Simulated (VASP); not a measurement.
Given:

```
CELL_PARAMETERS angstrom
      0.00000     3.27089     3.27089
      3.27089     0.00000     3.27089
      3.27089     3.27089     0.00000
ATOMIC_POSITIONS crystal
  Te 0.00000 0.00000 0.00000
  Pb 0.50000 0.50000 0.50000
```

Level of theory: PBE GGA, VASP's PBE PAW potentials (set 64) (plane waves; VASP 6.6.1). Settings: PREC = Normal, 500 eV cut-off, 5×5×5 Γ-centred mesh, Gaussian smearing of 0.010 eV, potentials Te_GW Pb_d_GW.

Q: Predict the energy per atom (σ→0).

A: 
```yaml
energy per atom (σ→0): -3.761 eV/atom
```

The structure comes from a computed database's TePb entry (Fm-3m); how it stands against other phases isn't given here. The cell was not relaxed at this level.
